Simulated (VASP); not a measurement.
Data:

```
BeTe
1.0
    0.00000     2.82426     2.82426
    2.82426     0.00000     2.82426
    2.82426     2.82426     0.00000
Be Te
1 1
Cartesian
  0.00000   0.00000   0.00000
  1.41213   1.41213   1.41213
```

These are rev-vdW-DF2, VASP's PBE PAW potentials (set 64) (plane waves; VASP) values and carry that method's errors. Settings: 520 eV cut-off, Gaussian smearing of 0.050 eV, potentials Be Te.

Unless said otherwise, spin-orbit coupling is left out, though it shifts the bands of the heavy elements here.

Question: Give the energies of bands 2 to 7 at the high-symmetry points, in eV from the valence-band maximum.

Answer: 
```csv
band,Γ,X,U,L,W
2,0.00,-5.04,-4.68,-5.47,-4.51
3,0.00,-2.60,-3.83,-1.11,-3.64
4,0.00,-2.60,-2.19,-1.11,-3.16
5,3.66,1.98,2.71,3.08,5.25
6,3.66,2.70,5.26,4.62,5.55
7,3.66,9.67,7.88,4.62,5.57
```

The gap is indirect, 1.98 eV, from the valence maximum at Γ to the conduction minimum at X.

Measured: gap 2.80 eV (computed value off by -0.82 eV), as given by Das et al., (2018), arXiv:1807.05623.

The compound is BeTe in the zinc blende structure. It was relaxed first.
